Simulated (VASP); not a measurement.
Data:

```yaml
crystal:
  lattice:
    - [0.00000, 3.18347, 3.18347]
    - [3.18347, 0.00000, 3.18347]
    - [3.18347, 3.18347, 0.00000]
  atoms:
    - { symbol: Na, position: [0.00000, 0.00000, 0.00000] }
    - { symbol: I, position: [0.50000, 0.50000, 0.50000] }
```

All values below come from PBE GGA with D3 dispersion (Becke-Johnson damping), VASP's PBE PAW potentials (set 64) (plane waves; VASP). Numerical set-up: 520 eV cut-off, 8×8×8 Γ-centred mesh, tetrahedra with Blöchl corrections, potentials Na_pv I.

Unless said otherwise, spin-orbit coupling is left out, though it shifts the bands of the heavy elements here.

### Question
What does the run give for the energy per atom (σ→0), band gap (on the k-mesh) with the smallest direct gap where there is one?

### Answer

band gap (on the k-mesh): 3.78 eV
smallest direct gap (on the k-mesh): 3.78 eV
energy per atom (σ→0): -2.950 eV/atom

The compound is NaI in the rock salt structure. It was relaxed first.
